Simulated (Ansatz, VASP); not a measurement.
## Li2ClF: VASP beside Ansatz

```
CELL_PARAMETERS angstrom
3.34315 0.00000 0.00000
0.00000 3.34315 0.00000
0.00000 0.00000 4.60128
ATOMIC_POSITIONS crystal
F 0.00000 0.00000 0.00000
Li 0.00000 0.00000 0.50000
Li 0.50000 0.50000 0.00000
Cl 0.50000 0.50000 0.50000
```

Alike in both runs: task single point; functional r2SCAN; k mesh 8 × 8 × 6; no spin polarisation.

|  | VASP | Ansatz |
| --- | --- | --- |
| version | VASP 6.6.1 | Ansatz 0.2.0 |
| potentials or method | VASP PAW PBE potentials, release 64 (F, Li_sv, Cl) | plane waves, PAW |
| plane-wave cutoff (eV) | 520 | 500 |
| occupations | gaussian, width 0.01 eV | fixed |
| valence electrons in the cell | 20 | 20 |

Ansatz gave:

```
gap on the k mesh at the Fermi level (eV) : 7.31
```

**Question.** Estimate VASP's values.

**Answer.** gap on the k mesh at the Fermi level (eV): 7.30.

 A k mesh can miss the band edges. r2SCAN opens gaps a little over a GGA but as a rule still falls short of measured ones.
